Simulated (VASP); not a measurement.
A run of VASP 6.6.1 is set up as follows.

Contents of INCAR:

```
SYSTEM = LuPd
PREC     = Accurate       ! precision mode
ENCUT    = 520            ! plane-wave cutoff, eV
EDIFF    = 1E-7           ! SCF threshold, eV
ISMEAR   = -1             ! smearing method
SIGMA    = 0.1            ! smearing width, eV
LREAL    = .False.        ! projectors in reciprocal space
LASPH    = .True.         ! aspherical terms in the spheres
NELM     = 100            ! most SCF steps
ALGO     = Normal         ! electronic algorithm
ISIF     = 2              ! what is computed and relaxed
LWAVE    = .False.        ! write WAVECAR
LCHARG   = .True.         ! write CHGCAR
LDIPOL   = .True.       
IDIPOL   = 3            
DIPOL    = 0.5 0.5 0.500
GGA      = PS             ! functional
LELF     = .True.         ! ELF
LVHAR    = .True.       
LVACPOTAV= .True.       
NBANDS   = 43             ! bands
```

KPOINTS

```
regular mesh
0
Gamma
  5 5 1
  0 0 0
```

Contents of POSCAR:

```
LuPd
1.0
    3.4150000000      0.0000000000      0.0000000000
    0.0000000000      3.4150000000      0.0000000000
    0.0000000000      0.0000000000     13.1225000000
Lu Pd
2 2
Direct
    0.0000000000      0.0000000000      0.3048199657
    0.0000000000      0.0000000000      0.5650600114
    0.5000000000      0.5000000000      0.4349399886
    0.5000000000      0.5000000000      0.6951800343
```

Potentials or basis: VASP PAW PBE potentials, release 64 (Lu, Pd).

The run is started by

```sh
$ cat potpaw_PBE.64/Lu/POTCAR potpaw_PBE.64/Pd/POTCAR > POTCAR
$ mpirun -np 1 vasp_std > vasp.out
```

Question: Estimate the band gap on the k mesh.

Answer: 0.07 eV, direct.

Question: Predict the largest force.

Answer: 1.334 eV/Å.

Forces in eV/Å, atoms in the order of the input:
```
Lu   0.000  0.000  0.654
Lu   0.000  0.000  1.270
Pd   0.000  0.000 -0.590
Pd   0.000  0.000 -1.334
```

Caveat: the PAW data sets were made with another functional, which shifts forces and pressure a little; spin-orbit coupling is left out, which moves the levels of the heavy elements. PBEsol gaps usually lie below the measured ones, often by a third to a half.
